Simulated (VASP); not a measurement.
Given:

```
CELL_PARAMETERS angstrom
      0.00000     1.82648     1.82648
      1.82648     0.00000     1.82648
      1.82648     1.82648     0.00000
ATOMIC_POSITIONS crystal
  Cu 0.00000 0.00000 0.00000
```

Method: r2SCAN meta-GGA, VASP's PBE PAW potentials (set 64) (plane waves; VASP). Run with 520 eV cut-off, 17×17×17 Γ-centred mesh, first-order Methfessel-Paxton smearing of 0.10 eV, potentials Cu.

Give the stress tensor in GPa (positive for a compressed cell).

```
-8.42   0.00   0.00
 0.00  -8.42   0.00
 0.00   0.00  -8.42
```
The pressure is its mean diagonal, -8.42 GPa.

The compound is Cu in the fcc structure. This cell is one point of a volume scan, at 1.06 of the reference volume.
